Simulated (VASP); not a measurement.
# Ta2SiN2 (P6_3/mmc) in VASP: single point with r2SCAN

Aim: the single point of Ta2SiN2 with r2SCAN.

Program: VASP 6.6.1. These are calculated values, not measurements. Logs are shortened: lines on timing, memory, paths and dates and some standing lists are left out, and cuts for length are marked.

## 1. The structure

Symmetry: P6_3/mmc, No. 194, hexagonal system. Conventional cell: a = 3.484 Å, b = 3.484 Å, c = 12.779 Å, α = 90.00°, β = 90.00°, γ = 120.00°. Ta (site symmetry 3m) is surrounded by 4 N at 2.08 to 2.20 Å. Si (site symmetry -6m2) is surrounded by 6 Ta at 2.72 Å and 6 N at 3.10 Å. Around N (site symmetry 3m) lie 4 Ta at 2.08 to 2.20 Å.

The cell was built by a generator and needn't be a form met in nature.

## 2. Single point, r2SCAN

INCAR reads:

```
PREC = Accurate ; ENCUT = 520
EDIFF = 1E-6 ; ISMEAR = 0
SIGMA = 0.1 ; LREAL = False
LASPH = True ; NELM = 150
ALGO = Normal ; ISIF = 2
LWAVE = False ; LCHARG = False
METAGGA = R2SCAN ; LMIXTAU = True
NBANDS = 47 ; KPAR = 4
```

KPOINTS reads:

```
regular mesh
0
Gamma
  10 10 4
```

POSCAR reads:

```
Ta2SiN2                                 
1.0
    3.4843928144      0.0000000000      0.0000000000
   -1.7421964072      3.0175726987      0.0000000000
    0.0000000000      0.0000000000     12.7786571832
  Ta              Si              N             
     4     2     4
Direct
     0.6666666699999979    0.3333333300000021    0.1068289391343669
     0.3333333300000021    0.6666666699999979    0.8931710608656331
     0.3333333300000021    0.6666666699999979    0.6068289391343669
     0.6666666699999979    0.3333333300000021    0.3931710608656331
     0.0000000000000000    0.0000000000000000    0.2500000000000000
     0.0000000000000000    0.0000000000000000    0.7500000000000000
     0.6666666699999979    0.3333333300000021    0.9349008450878600
     0.3333333300000021    0.6666666699999979    0.0650991549121400
     0.3333333300000021    0.6666666699999979    0.4349008450878600
     0.6666666699999979    0.3333333300000021    0.5650991549121400
```

Potentials or basis: VASP PAW PBE potentials, release 64 (Ta_pv, Si, N).

Started as:

```bash
$ cat potpaw_PBE.64/Ta_pv/POTCAR potpaw_PBE.64/Si/POTCAR potpaw_PBE.64/N/POTCAR > POTCAR
$ mpirun -np 4 vasp_std > vasp.out
```

OUTCAR:

```text
PREC = Accurate
   ENCUT = 520
   EDIFF = 1E-6
   ISMEAR = 0
   LREAL = False
   LASPH = True
   NELM = 150
   ISIF = 2
   METAGGA = R2SCAN

 ion  position               nearest neighbor table
   1  0.667  0.333  0.107-   8 2.08   8 2.08   8 2.08   7 2.20   5 2.72   5 2.72   5 2.72   2 3.39
                             2 3.39   2 3.39
   2  0.333  0.667  0.893-   7 2.08   7 2.08   7 2.08   8 2.20   6 2.72   6 2.72   6 2.72   1 3.39
                             1 3.39   1 3.39
   3  0.333  0.667  0.607-  10 2.08  10 2.08  10 2.08   9 2.20   6 2.72   6 2.72   6 2.72   4 3.39
                             4 3.39   4 3.39
   4  0.667  0.333  0.393-   9 2.08   9 2.08   9 2.08  10 2.20   5 2.72   5 2.72   5 2.72   3 3.39
                             3 3.39   3 3.39
   5  0.000  0.000  0.250-   1 2.72   4 2.72   1 2.72   4 2.72   1 2.72   4 2.72
   6  0.000  0.000  0.750-   2 2.72   3 2.72   2 2.72   3 2.72   2 2.72   3 2.72
   7  0.667  0.333  0.935-   2 2.08   2 2.08   2 2.08   1 2.20
   8  0.333  0.667  0.065-   1 2.08   1 2.08   1 2.08   2 2.20
   9  0.333  0.667  0.435-   4 2.08   4 2.08   4 2.08   3 2.20
  10  0.667  0.333  0.565-   3 2.08   3 2.08   3 2.08   4 2.20

  LATTYP: Found a hexagonal cell.
 ALAT       =     3.4843928144
 C/A-ratio  =     3.6673985580

  Lattice vectors:

 A1 = (   3.4843928144,   0.0000000000,   0.0000000000)
 A2 = (  -1.7421964072,   3.0175726987,   0.0000000000)
 A3 = (   0.0000000000,   0.0000000000,  12.7786571832)

Analysis of symmetry for initial positions (statically):
=====================================================================
 Subroutine PRICEL returns:
 Original cell was already a primitive cell.

 Routine SETGRP: Setting up the symmetry group for a
 hexagonal supercell.

 Subroutine GETGRP returns: Found 24 space group operations
 (whereof 12 operations were pure point group operations)
 out of a pool of 24 trial point group operations.

The static configuration has the point symmetry D_3d.
 The point group associated with its full space group is D_6h.

Analysis of symmetry for dynamics (positions and initial velocities):
=====================================================================
 Subroutine PRICEL returns:
 Original cell was already a primitive cell.

 Routine SETGRP: Setting up the symmetry group for a
 hexagonal supercell.

 Subroutine GETGRP returns: Found 24 space group operations
 (whereof 12 operations were pure point group operations)
 out of a pool of 24 trial point group operations.

The dynamic configuration has the point symmetry D_3d.
[... 128 lines left out ...]
   NUPDOWN=      -1.0000    fix difference up-down
   EMIN   =  10.00;   EMAX   =-10.00  energy-range for DOS
   EFERMI =   0.00;   METHOD = LEGACY
   ISMEAR =     0;   SIGMA  =   0.10  broadening in eV -4-tet -1-fermi 0-gaus
   EFERMI_NEDOS =   21; number of points for ismear=-14 and -15
   IALGO  =     38    algorithm
   IMIX   =      4    mixing-type and parameters
     AMIX     =   0.40;   BMIX     =  1.00
     AMIX_MAG =   1.60;   BMIX_MAG =  1.00
  volume/ion in A,a.u.               =      13.44        90.67
  Fermi-wavevector in a.u.,A,eV,Ry     =   1.329726  2.512819 24.057446  1.768172
  Thomas-Fermi vector in A             =   2.458867
   LORBIT       =      0    0 simple, 1 ext, 2 COOP (PROOUT), +10 PAW based schemes
   METAGGA = R2SCAN    functional components
   LHFCALC =     F    Hartree Fock is set to
   AEXX    =    0.0000 exact exchange contribution
   IVDW    =     0    specifies the selected vdW correction
   LEPSILON=     F    determine dielectric tensor
   LRPA    =     F    only Hartree local field effects (RPA)
 non-spin polarized calculation
 Gauss-broadening in eV      SIGMA  =   0.10
  energy-cutoff  :      520.00
  volume of cell :      134.36
 maximum number of plane-waves:      3672
 NGX is ok and might be reduce to    28
   NGX = 13   NGY = 13   NGZ = 47

 number of electron      72.0000012 magnetization

 Free energy of the ion-electron system (eV)
  ---------------------------------------------------
  ext. energy  EPLUGINS =         0.00000000
  ---------------------------------------------------
  free energy    TOTEN  =      -255.72572073 eV

  energy without entropy =     -255.71528845  energy(sigma->0) =     -255.72050459

 E-fermi :   7.0694     XC(G=0): -12.6477

 val. band max:        7.0625780966   @ k =   0.1000   0.0000   0.0000
 cond. band min:       7.0962432409   @ k =   0.1000   0.0000   0.2500
 fundamental gap:      0.0336651443
 Fermi energy:         7.0693582377

 k-point     1 :       0.0000    0.0000    0.0000
  band No.  band energies     occupation
      1     -30.0000      2.00000
      2     -29.9620      2.00000
      3     -29.9008      2.00000
      4     -29.9008      2.00000
      5     -29.8979      2.00000
      6     -29.8979      2.00000
[... 1189 lines left out ...]
     46      10.4734      0.00000
     47      10.5444      0.00000

 [... further k-points ...]

------------------------ aborting loop because EDIFF is reached ----------------------------------------

  FORCE on cell =-STRESS in cart. coord.  units (eV):
  Direction    XX          YY          ZZ          XY          YZ          ZX
  --------------------------------------------------------------------------------------
  -------------------------------------------------------------------------------------
  Total       -2.1280370     -2.1280371     -2.3231722      0.0000000     -0.0000000      0.0000000
  in kB      -25.3757973    -25.3757973    -27.7026878      0.0000000     -0.0000000      0.0000000
  external PRESSURE =     -26.1514274 kB  Pullay stress =       0.0000000 kB

 VOLUME and BASIS-vectors are now :
 -----------------------------------------------------------------------------
  energy-cutoff  :      520.00
  volume of cell :      134.36
      direct lattice vectors                 reciprocal lattice vectors
     3.484392814  0.000000000  0.000000000     0.286994048  0.165696091  0.000000000
    -1.742196407  3.017572699  0.000000000     0.000000000  0.331392182  0.000000000
     0.000000000  0.000000000 12.778657183     0.000000000  0.000000000  0.078255484

 POSITION                                       TOTAL-FORCE (eV/Angst)
 -----------------------------------------------------------------------------------
      1.74220      1.00586      1.36513        -0.000000      0.000000      0.052577
     -0.00000      2.01172     11.41353         0.000000     -0.000000     -0.052577
     -0.00000      2.01172      7.75446         0.000000      0.000000      0.052577
      1.74220      1.00586      5.02420        -0.000000     -0.000000     -0.052577
      0.00000      0.00000      3.19466        -0.000000      0.000000      0.000000
      0.00000      0.00000      9.58399        -0.000000      0.000000      0.000000
      1.74220      1.00586     11.94678        -0.000000      0.000000      0.056227
     -0.00000      2.01172      0.83188         0.000000      0.000000     -0.056227
     -0.00000      2.01172      5.55745        -0.000000      0.000000      0.056227
      1.74220      1.00586      7.22121         0.000000      0.000000     -0.056227
 -----------------------------------------------------------------------------------
    total drift:                               -0.000000      0.000000      0.000000

  FREE ENERGIE OF THE ION-ELECTRON SYSTEM (eV)
  ---------------------------------------------------
  free  energy   TOTEN  =      -255.7257207268 eV

  energy  without entropy=     -255.7152884485  energy(sigma->0) =     -255.72050459
```

OSZICAR:

```text
N       E                     dE             d eps       ncg     rms          rms(c)
DAV:   1     0.471171544739E+03    0.47117E+03   -0.39654E+04  3996   0.158E+03
DAV:   2    -0.243537261393E+03   -0.71471E+03   -0.69217E+03  4566   0.442E+02
DAV:   3    -0.289998839035E+03   -0.46462E+02   -0.45796E+02  4958   0.105E+02
[... 13 lines left out ...]
DAV:  17    -0.255725674373E+03   -0.11906E-03   -0.51789E-05  5241   0.372E-02    0.127E-02
DAV:  18    -0.255725669886E+03    0.44867E-05   -0.13136E-06  3294   0.578E-03    0.133E-02
DAV:  19    -0.255725723234E+03   -0.53348E-04   -0.34512E-05  4494   0.310E-02    0.100E-02
DAV:  20    -0.255725721134E+03    0.21003E-05   -0.89372E-06  4713   0.160E-02    0.471E-03
DAV:  21    -0.255725719993E+03    0.11404E-05   -0.46457E-07  2793   0.442E-03    0.378E-03
DAV:  22    -0.255725720727E+03   -0.73336E-06   -0.94230E-08  2744   0.186E-03
   1 F= -.25572572E+03 E0= -.25572050E+03  d E =-.104323E-01
```

stdout:

```text
POSCAR found type information on POSCAR TaSiN
 POSCAR found :  3 types and      10 ions
 scaLAPACK will be used
 -----------------------------------------------------------------------------
|                                                                             |
|                                                                             |
|     You enforced a specific xc type in the INCAR file but a different       |
|     I HOPE YOU KNOW WHAT YOU ARE DOING!                                     |
|                                                                             |
 -----------------------------------------------------------------------------

 LDA part: xc-table for (None), standard interpolation
 POSCAR, INCAR and KPOINTS ok, starting setup
 FFT: planning ... GRIDC
 FFT: planning ... GRID_SOFT
 FFT: planning ... GRID
 WAVECAR not read
 entering main loop
```

It took 3.4 min on 4 MPI ranks of Intel Xeon 6975P-C (Granite Rapids), shared host; peak memory 0.42 GiB.

What came out:

| Property | Result |
| --- | --- |
| Free energy | -255.7257 eV |
| Pressure | -2.6 GPa |
| Largest force | 0.056 eV/Å |
| Band gap on the k mesh | none (metal or under the smearing width) |

Forces in eV/Å, atoms in the order of the input:
```
Ta   0.000  0.000  0.053
Ta   0.000  0.000 -0.053
Ta   0.000  0.000  0.053
Ta   0.000  0.000 -0.053
Si   0.000  0.000  0.000
Si   0.000  0.000  0.000
N    0.000  0.000  0.056
N    0.000  0.000 -0.056
N    0.000  0.000  0.056
N    0.000  0.000 -0.056
```

Stress tensor (GPa, compression positive):
```
-2.54  0.00  0.00
 0.00 -2.54  0.00
 0.00  0.00 -2.77
```

Caveat: the PAW data sets were made with another functional, which shifts forces and pressure a little. The run has no spin-orbit coupling, so splittings on Ta are missing.
